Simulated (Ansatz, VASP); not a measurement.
# PtSe2 in two plane-wave programs, part 2 of 2

Aim: how closely do two programs agree when they are given the same cell, functional and k mesh? The cell is taken from a series of runs on this material, whose earlier steps may have relaxed, scaled, displaced or heated it; both programs get it as it stands.

VASP 6.6.1 and Ansatz 0.2.0.

So far: Starting point; Ansatz: single point, PBE, pair 1; VASP: single point, PBE, pair 1; Comparison.

## (5) Ansatz: single point, PBE, pair 2

Level of this step: Ansatz beside VASP: Kohn-Sham DFT, plane waves, PBE (Ansatz).

A single point gives forces, pressure and levels at one fixed geometry, so differences don't come from the geometry; what else differs is listed under the comparison.

The cell is taken from a series of runs on this material, whose earlier steps may have relaxed, scaled, displaced or heated it; both programs get it as it stands.

Input file input.yaml:

```yaml
crystal:
  lattice:
    - [3.7096870707, 0.0, 0.0]
    - [-1.8548435354, 3.2126832433, 0.0]
    - [0.0, 0.0, 39.6]
  atoms:
    - { symbol: Pt, position: [0.0, 0.0, 0.4298689117] }
    - { symbol: Se, position: [0.3333333333, 0.6666666667, 0.4631409329] }
    - { symbol: Se, position: [0.6666666667, 0.3333333333, 0.3963767553] }
    - { symbol: Pt, position: [0.3333333333, 0.6666666667, 0.5701310883] }
    - { symbol: Se, position: [0.6666666667, 0.3333333333, 0.6036232447] }
    - { symbol: Se, position: [0.0, 0.0, 0.5368590671] }
  periodic: [true, true, false]
kpoints:
  mp_grid: { grid: [9, 9, 1] }
hamiltonian:
  xc: pbe
  pseudopotentials: { kind: paw, azcp: { folder: soft_1 } }
scf:
  occupations: { method: fixed }
  n_extra_bands: 6
output:
  eigenvalues: true
  forces: true
  stress: true
  band_densities: [{ e_range: [-0.08, 0] }, { e_range: [0.61, 0.74] }]
  volumetric_format: npy
```

Command:

```bash
$ ansatz run input.yaml --threads 3 --pin off --max-ram 92160MiB --backend cuda --events-out ev --progress --plain --runs-dir out --devices 1 --max-vram 13GiB
```

Numbers of over 12 decimals in the logs are rounded to 6 here.

The log of the run:

```text
[...]
GPUs: using 1 of 1 available (devices: 1).
[...]
GPU FFT provider: cuFFT
GPU libraries: cuBLAS 13.8.2, cuFFT 12.4.0, cuSOLVER 12.3.4
Crystal: 6 atoms, lattice volume = 471.955 Å³
Basis set: ecut = 420 eV, 9289 PW (Γ), exchange–correlation on 50×50×540 points (8 copies of the dense FFT grid, shifted against one another)
[...]
k-point 11: bands = [... 46 lower, -6.7173, -6.6138, -6.6123, -6.6123, -4.2778, -3.9167, -3.9167, -3.5459, ... 2 higher]
--- Band densities, each state counted as filled ---
  window                                       electrons  max residual (eV)  cut levels
  e_range: [-0.08, 0]                           0.148148             1.3e-6           0
  e_range: [0.61, 0.74]                         0.296296             2.5e-6           0
[key lines of the parts left out:]
SCF converged after 11 iterations
Free energy (F): -46928.069489 eV
Fermi energy:    -5.145934 eV
P = ½ c Tr σ = 2.9457 N/m
```

## (6) VASP: single point, PBE, pair 2

The same cell, functional and mesh now go to VASP, with its own data sets.

Input file INCAR:

```
SYSTEM = PtSe2
PREC = Accurate
ENCUT = 400
EDIFF = 1E-06
NELM = 120
ISMEAR = 0
SIGMA = 0.01
LREAL = .FALSE.
ALGO = Normal
GGA = PE
NBANDS = 28
LASPH = .TRUE.
LORBIT = 11
LWAVE = .FALSE.
LCHARG = .FALSE.
ISIF = 2
LDIPOL = .TRUE.
IDIPOL = 3
DIPOL = 0.5 0.5 0.5
LVHAR = .TRUE.
GGA_COMPAT = .FALSE.
EFERMI = MIDGAP
NELMDL = -8
KPAR = 2
```

Input file POSCAR:

```
PtSe2
1.0
    3.7096870707      0.0000000000      0.0000000000
   -1.8548435354      3.2126832433      0.0000000000
    0.0000000000      0.0000000000     39.6000000000
Pt Se
2 4
Direct
    0.9999999999      1.0000000000      0.4298689117
    0.3333333333      0.6666666666      0.5701310883
    0.3333333333      0.6666666666      0.4631409329
    0.6666666666      0.3333333333      0.3963767553
    0.6666666666      0.3333333333      0.6036232447
    0.9999999999      1.0000000000      0.5368590671
```

Input file KPOINTS:

```
Automatic mesh
0
Gamma
9 9 1
0 0 0
```

Potentials, in the order of the species: Pt and Se (PBE family, release 64).

Command:

```bash
$ mpirun -np 2 vasp_std
```

The log of the run:

```text
[... set-up lines as in an earlier step ...]
 entering main loop
       N       E                     dE             d eps       ncg     rms          rms(c)
DAV:   1     0.331365889287E+03    0.33137E+03   -0.13271E+04   680   0.954E+02
DAV:   2     0.106441068117E+02   -0.32072E+03   -0.31222E+03  1060   0.198E+02
DAV:   3    -0.293101869469E+02   -0.39954E+02   -0.39355E+02   816   0.801E+01
DAV:   4    -0.301789522248E+02   -0.86877E+00   -0.86237E+00   860   0.134E+01
[...]
DAV:  26    -0.285174132600E+02   -0.19291E-05   -0.15869E-07   464   0.178E-03    0.156E-03
DAV:  27    -0.285174147939E+02   -0.15339E-05   -0.66368E-08   428   0.107E-03    0.201E-04
DAV:  28    -0.285174154226E+02   -0.62869E-06   -0.27792E-08   428   0.586E-04
   1 F= -.28517415E+02 E0= -.28517415E+02  d E =0.000000E+00
```

From OUTCAR (step 6):

```text
  Total        2.1325276      2.1325276      1.4005687     -0.0000000      0.0000000      0.0000000
  in kB        7.2394382      7.2394382      4.7546072     -0.0000000      0.0000000      0.0000000
  external PRESSURE =       6.4111612 kB  Pullay stress =       0.0000000 kB

 POSITION                                       TOTAL-FORCE (eV/Angst)
 -----------------------------------------------------------------------------------
      3.70969      0.00000     17.02281         0.000000     -0.000000     -0.091366
     -0.00000      2.14179     22.57719        -0.000000      0.000000      0.091366
     -0.00000      2.14179     18.34038        -0.000000      0.000000     -0.041575
      1.85484      1.07089     15.69652        -0.000000      0.000000     -0.100518
      1.85484      1.07089     23.90348         0.000000     -0.000000      0.100518
      3.70969      0.00000     21.25962         0.000000     -0.000000      0.041575
 -----------------------------------------------------------------------------------
    total drift:                                0.000000      0.000000      0.000000

  FREE ENERGIE OF THE ION-ELECTRON SYSTEM (eV)
  ---------------------------------------------------
  free  energy   TOTEN  =       -28.5174154226 eV

  energy  without entropy=      -28.5174154226  energy(sigma->0) =      -28.51741542

[... 1 part as in an earlier step ...]

[... 2 further parts left out ...]
[key lines of the parts left out:]
E-fermi :  -1.9368
```

## (7) Side by side

What differs besides the data sets and the points named for the pairs above, as far as they apply: the data sets hold 100 valence electrons in Ansatz (on its PAW soft_1 files) and 44 in VASP. Total energies have different zeros and are not compared.

Both answers:

| quantity | Ansatz | VASP | difference |
| --- | --- | --- | --- |
| gap on the k mesh (eV) | 0.698 | 0.692 | +0.006 |

Forces (eV/Å; atoms numbered as in POSCAR):

| atom | Ansatz x, y, z | VASP x, y, z |
| --- | --- | --- |
| Pt1 | 0.000, 0.000, -0.090 | 0.000, 0.000, -0.091 |
| Pt2 | 0.000, 0.000, 0.090 | 0.000, 0.000, 0.091 |
| Se3 | 0.000, 0.000, -0.043 | 0.000, 0.000, -0.042 |
| Se4 | 0.000, 0.000, -0.100 | 0.000, 0.000, -0.101 |
| Se5 | 0.000, 0.000, 0.100 | 0.000, 0.000, 0.101 |
| Se6 | 0.000, 0.000, 0.043 | 0.000, 0.000, 0.042 |

The forces differ by 0.5 meV/Å r.m.s., which is 1.1 % of the r.m.s. force of 0.047 eV/Å (both taken over all components). A gap on the mesh is an upper bound, since the band edges may lie between its points; neither run holds spin-orbit coupling, which can move the band edges of a compound of Pt. With vacuum in the cell, a pressure given here is an average over mostly empty space and none of the material.

## (8) VASP: single point, PBE, pair 3

With cell and atoms fixed, the geometry can't cause a difference; cores, projectors, grids and the points listed under the comparison can.

INCAR, as its differences from that of step 6:

```diff
@@ -5,4 +5,4 @@
 NELM = 120
-ISMEAR = 0
-SIGMA = 0.01
+ISMEAR = -1
+SIGMA = 0.02
 LREAL = .FALSE.
```

Input file POSCAR:

```
PtSe2
1.0
    3.7216582853      0.0000000000      0.0000000000
   -1.8608291427      3.2230506193      0.0000000000
    0.0000000000      0.0000000000     39.0000000000
Pt Se
2 4
Direct
    0.0000000000      0.0000000000      0.4328692957
    0.3333333333      0.6666666667      0.5671446757
    0.3333333333      0.6666666667      0.4662805225
    0.6666666667      0.3333333333      0.3989890657
    0.0000000000      0.0000000000      0.6010109343
    0.6666666667      0.3333333333      0.5335265406
```

Input file KPOINTS:

```
Automatic mesh
0
Gamma
6 6 1
0 0 0
```

Command:

```bash
$ mpirun -np 2 vasp_std
```

The log of the run:

```text
[... set-up lines as in an earlier step ...]
 entering main loop
       N       E                     dE             d eps       ncg     rms          rms(c)
DAV:   1     0.337946372776E+03    0.33795E+03   -0.13173E+04   392   0.954E+02
DAV:   2     0.124968347218E+02   -0.32545E+03   -0.31309E+03   600   0.200E+02
DAV:   3    -0.291829914531E+02   -0.41680E+02   -0.41115E+02   492   0.821E+01
DAV:   4    -0.301296106698E+02   -0.94662E+00   -0.93584E+00   504   0.137E+01
[...]
DAV:  27    -0.285121001777E+02   -0.39448E-05   -0.14792E-07   272   0.101E-03    0.126E-03
DAV:  28    -0.285121017634E+02   -0.15857E-05   -0.50904E-08   260   0.934E-04    0.801E-04
DAV:  29    -0.285121026775E+02   -0.91403E-06   -0.52668E-08   248   0.109E-03
   1 F= -.28512103E+02 E0= -.28512103E+02  d E =-.106983E-09
```

OUTCAR, selected parts (step 8):

```text
  Total        2.2417555      2.2417555      1.4496591     -0.0000000     -0.0000000     -0.0000000
  in kB        7.6776906      7.6776906      4.9648740     -0.0000000     -0.0000000     -0.0000000
  external PRESSURE =       6.7734184 kB  Pullay stress =       0.0000000 kB

 POSITION                                       TOTAL-FORCE (eV/Angst)
 -----------------------------------------------------------------------------------
      0.00000      0.00000     16.88190        -0.000000      0.000000     -0.102138
     -0.00000      2.14870     22.11864         0.000000     -0.000000      0.098320
     -0.00000      2.14870     18.18494         0.000000     -0.000000     -0.046653
      1.86083      1.07435     15.56057        -0.000000     -0.000000     -0.107823
      0.00000      0.00000     23.43943        -0.000000      0.000000      0.108179
      1.86083      1.07435     20.80754        -0.000000     -0.000000      0.050116
 -----------------------------------------------------------------------------------
    total drift:                               -0.000000      0.000000     -0.000095

  FREE ENERGIE OF THE ION-ELECTRON SYSTEM (eV)
  ---------------------------------------------------
  free  energy   TOTEN  =       -28.5121026775 eV

  energy  without entropy=      -28.5121026773  energy(sigma->0) =      -28.51210268

[... 1 part as in an earlier step ...]

[... 2 further parts left out ...]
[key lines of the parts left out:]
E-fermi :  -1.8248
```

## (9) Ansatz: single point, PBE, pair 3

The same cell, functional, mesh and smearing now go to Ansatz, which takes its cutoff from its data sets.

The cell is taken from a series of runs on this material, whose earlier steps may have relaxed, scaled, displaced or heated it; both programs get it as it stands.

Input file input.yaml:

```yaml
crystal:
  lattice:
    - [3.7216582853, 0.0, 0.0]
    - [-1.8608291427, 3.2230506193, 0.0]
    - [0.0, 0.0, 39.0]
  atoms:
    - { symbol: Pt, position: [0.0, 0.0, 0.4328692957] }
    - { symbol: Se, position: [0.3333333333, 0.6666666667, 0.4662805225] }
    - { symbol: Se, position: [0.6666666667, 0.3333333333, 0.3989890657] }
    - { symbol: Pt, position: [0.3333333333, 0.6666666667, 0.5671446757] }
    - { symbol: Se, position: [0.0, 0.0, 0.6010109343] }
    - { symbol: Se, position: [0.6666666667, 0.3333333333, 0.5335265406] }
  periodic: [true, true, false]
kpoints:
  mp_grid: { grid: [6, 6, 1] }
  band_path:
    path:
      - [0, 0, 0]
      - [0.5, 0, 0]
      - [0.3333333333333, 0.3333333333333, 0]
      - [0, 0, 0]
    npoints: 10
hamiltonian:
  xc: pbe
  pseudopotentials: { kind: paw, azcp: { folder: soft_1 } }
scf:
  occupations: { method: fermi_dirac, width: 0.02 }
  n_extra_bands: 6
output:
  eigenvalues: true
  forces: true
  stress: true
  write_density: true
  write_potential: true
  elf: true
  volumetric_format: npy
```

Command:

```bash
$ ansatz run input.yaml --threads 3 --pin off --max-ram 92160MiB --backend cuda --events-out ev --progress --plain --runs-dir out --devices 1 --max-vram 13GiB
```

The log of the run:

```text
[...]
GPUs: using 1 of 1 available (devices: 1).
[...]
GPU FFT provider: cuFFT
GPU libraries: cuBLAS 13.8.2, cuFFT 12.4.0, cuSOLVER 12.3.4
Crystal: 6 atoms, lattice volume = 467.809 Å³
Basis set: ecut = 420 eV, 9215 PW (Γ), exchange–correlation on 50×50×540 points (8 copies of the dense FFT grid, shifted against one another)
[...]
k-point 0: bands = [... 46 lower, -5.8950, -5.6517, -5.6517, -5.2797, -2.9349, -2.9349, -2.6362, -2.6362, ... 2 higher]
  k-point 1: bands = [... 46 lower, -5.9735, -5.8551, -5.6986, -5.1621, -4.0505, -3.7270, -3.2916, -2.8990, ... 2 higher]
  k-point 2: bands = [... 46 lower, -6.7250, -6.4756, -6.4536, -6.0531, -4.1712, -3.4055, -3.3977, -2.8894, ... 2 higher]
  k-point 6: bands = [... 46 lower, -6.9147, -6.7126, -6.5368, -6.5258, -4.3036, -3.9984, -3.8890, -3.3532, ... 2 higher]
[key lines of the parts left out:]
SCF converged after 12 iterations
Free energy (F): -46928.064126 eV
Fermi energy:    -4.722077 eV
P = ½ c Tr σ = 3.0687 N/m
```

## (10) Side by side

What differs besides the data sets and the points named for the pairs above, as far as they apply: the data sets hold 100 valence electrons in Ansatz (on its PAW soft_1 files) and 44 in VASP. Total energies have different zeros and are not compared.

Both answers:

| quantity | Ansatz | VASP | difference |
| --- | --- | --- | --- |
| gap on the k mesh (eV) | 0.859 | 0.850 | +0.008 |

Forces (eV/Å; atoms numbered as in POSCAR):

| atom | Ansatz x, y, z | VASP x, y, z |
| --- | --- | --- |
| Pt1 | 0.000, 0.000, -0.100 | 0.000, 0.000, -0.102 |
| Pt2 | 0.000, 0.000, 0.097 | 0.000, 0.000, 0.098 |
| Se3 | 0.000, 0.000, -0.049 | 0.000, 0.000, -0.047 |
| Se4 | 0.000, 0.000, -0.108 | 0.000, 0.000, -0.108 |
| Se5 | 0.000, 0.000, 0.107 | 0.000, 0.000, 0.108 |
| Se6 | 0.000, 0.000, 0.053 | 0.000, 0.000, 0.050 |

The forces differ by 1.1 meV/Å r.m.s., which is 2.1 % of the r.m.s. force of 0.052 eV/Å (both taken over all components). A gap on the mesh is an upper bound, since the band edges may lie between its points; neither run holds spin-orbit coupling, which can move the band edges of a compound of Pt. With vacuum in the cell, a pressure given here is an average over mostly empty space and none of the material.

## (11) Summary of results

| Property | Result |
| --- | --- |
| r.m.s. force difference (single point, PBE, pair 1) | 0.9 meV/Å |
| r.m.s. force difference (single point, PBE, pair 2) | 0.51 meV/Å |
| r.m.s. force difference (single point, PBE, pair 3) | 1.1 meV/Å |

**Reading.** The r.m.s. force difference is 1.1 meV/Å (single point, PBE, pair 3), within the 12 meV/Å picked in this series as the mark of a large difference. The data sets hold unlike numbers of valence electrons (100 in Ansatz and 44 in VASP), so part of the differences comes from the potentials. 3 further runs of this series are not shown here. Such differences can come from data sets, numerical settings and the points named under the comparisons, not from the functional's error against experiment.

[Lines on the potential files, build, host, timing and source positions are cut from VASP's logs without a mark.]

[Logs are printed without paths, hosts, clocks, repeated set-up lines and the standing remarks that a program may print on its own settings, such as how far it seeks lower states.]

[Hosts, paths, dates, database ids (printed as entryN), source tags and the programs' standing remarks are cut or masked in the printed files.]
